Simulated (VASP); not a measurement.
Consider the following.

```
GaAs
1.0
    0.00000     8.64088     8.64088
    8.64088     0.00000     8.64088
    8.64088     8.64088     0.00000
Ga As
27 27
Direct
  0.00000   0.00000   0.00000
  0.00000   0.00000   0.33333
  0.00000   0.00000   0.66667
  0.00000   0.33333   0.00000
  0.00000   0.33333   0.33333
  0.00000   0.33333   0.66667
  0.00000   0.66667   0.00000
  0.00000   0.66667   0.33333
  0.00000   0.66667   0.66667
  0.33333   0.00000   0.00000
  0.33333   0.00000   0.33333
  0.33333   0.00000   0.66667
  0.33333   0.33333   0.00000
  0.33333   0.33333   0.33333
  0.33333   0.33333   0.66667
  0.33333   0.66667   0.00000
  0.33333   0.66667   0.33333
  0.33333   0.66667   0.66667
  0.66667   0.00000   0.00000
  0.66667   0.00000   0.33333
  0.66667   0.00000   0.66667
  0.66667   0.33333   0.00000
  0.66667   0.33333   0.33333
  0.66667   0.33333   0.66667
  0.66667   0.66667   0.00000
  0.66667   0.66667   0.33333
  0.66667   0.66667   0.66667
  0.08333   0.08333   0.08333
  0.08333   0.08333   0.41667
  0.08333   0.08333   0.75000
  0.08333   0.41667   0.08333
  0.08333   0.41667   0.41667
  0.08333   0.41667   0.75000
  0.08333   0.75000   0.08333
  0.08333   0.75000   0.41667
  0.08333   0.75000   0.75000
  0.41667   0.08333   0.08333
  0.41667   0.08333   0.41667
  0.41667   0.08333   0.75000
  0.41667   0.41667   0.08333
  0.41667   0.41667   0.41667
  0.41667   0.41667   0.75000
  0.41667   0.75000   0.08333
  0.41667   0.75000   0.41667
  0.41667   0.75000   0.75000
  0.75000   0.08333   0.08333
  0.75000   0.08333   0.41667
  0.75000   0.08333   0.75000
  0.75000   0.41667   0.08333
  0.75000   0.41667   0.41667
  0.75000   0.41667   0.75000
  0.75000   0.75000   0.08333
  0.75000   0.75000   0.41667
  0.75000   0.75000   0.75000
```

Method: PBE GGA, VASP's PBE PAW potentials (set 64) (plane waves; VASP 6.6.1). Run with PREC = Normal, LREAL = Auto, EDIFF = 1E-5, 400 eV cut-off, 1×1×1 Γ-centred mesh, Gaussian smearing of 0.050 eV, potentials Ga As.

The supercell is sampled at Γ alone, which is coarse: total energies, pressure and levels can be off, energies of defects by several tenths of an eV.

Q: Predict the energy per atom (σ→0), pressure.

A: 
```
Item                           Result
---------------------  --------------
energy per atom (σ→0)  -3.862 eV/atom
pressure                     1.08 GPa
```

Only differences to runs with the same potentials and settings are physical.

The cell is a supercell, built from a database entry that may be metastable or hypothetical.
